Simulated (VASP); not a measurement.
Consider the following.

```
CELL_PARAMETERS angstrom
      0.00000     2.93400     2.93400
      2.93400     0.00000     2.93400
      2.93400     2.93400     0.00000
ATOMIC_POSITIONS crystal
  Al 0.25000 0.25000 0.25000
  Al 0.75000 0.75000 0.75000
  Au 0.00000 0.00000 0.00000
```

Computed with PBE GGA, VASP's PBE PAW potentials (set 64) (plane waves; VASP 6.6.1). Run with 300 eV cut-off, 13×13×13 Γ-centred mesh, Gaussian smearing of 0.050 eV, potentials Al Au.

**Question.** Give the energies of bands 2 to 11 at the high-symmetry points, in eV from the Fermi level.

**Answer.** 
```
band      Γ      X      U      L      W
----  -----  -----  -----  -----  -----
2     -6.98  -7.51  -7.12  -6.76  -7.39
3     -6.98  -6.46  -6.97  -6.72  -6.72
4     -6.98  -6.08  -6.20  -6.72  -6.57
5     -5.94  -6.08  -5.86  -5.80  -6.08
6     -5.94  -5.59  -5.83  -5.80  -5.44
7      2.73  -5.25  -4.78  -5.70  -4.17
8      2.98  -2.27  -3.52   0.32  -4.17
9      2.98  -2.27  -1.47   0.32  -2.30
10     2.98   1.67   2.07   3.42   4.41
11     4.22   2.14   4.56   4.04   4.41
```

It has no gap at this level: it comes out as a metal or semimetal.

The structure is a typed AuAl2 crystal (Fm-3m). The cell was not relaxed at this level. The electron count is odd and the run is not spin-polarised, which forces a metal.
